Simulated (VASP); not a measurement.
```xyz
8
Lattice="3.2416 -5.5660 -0.0157 1.5998 2.7709 0.0000 -0.0127 0.0073 5.1924" Properties=species:S:1:pos:R:3 pbc="T T T"
In     1.6234    -0.9373     2.6043
Al     1.5717     0.9398     0.0173
Al     3.2270    -3.7104     2.5807
Al     3.2612    -1.8828    -0.0040
N      1.6123    -0.9308     4.7586
N      1.4545     1.0075     1.8761
N      3.2160    -3.7040     4.5145
N      3.3547    -1.9368     1.9085
```

Computed with PBEsol GGA, VASP's PBE PAW potentials (set 64) (plane waves; VASP). Run with 520 eV cut-off, 5×9×5 Γ-centred mesh, tetrahedra with Blöchl corrections, potentials In_d Al N.

Task: The job: Al3InN4 (ordered alloy cell), 8 atoms, PBEsol, static run, 520 eV, 5×9×5 Γ-centred mesh. Roughly how much core time does it take on a busy server core?

Result: About 5 core-minutes (one run on a shared machine, a rough figure). It had 113 irreducible k-points, 26 bands, up to 2522 plane waves and 16 electronic steps.

The structure was generated: Al3InN4 was put into an ordered model structure (Pm), which need not be its known phase. It was relaxed first.
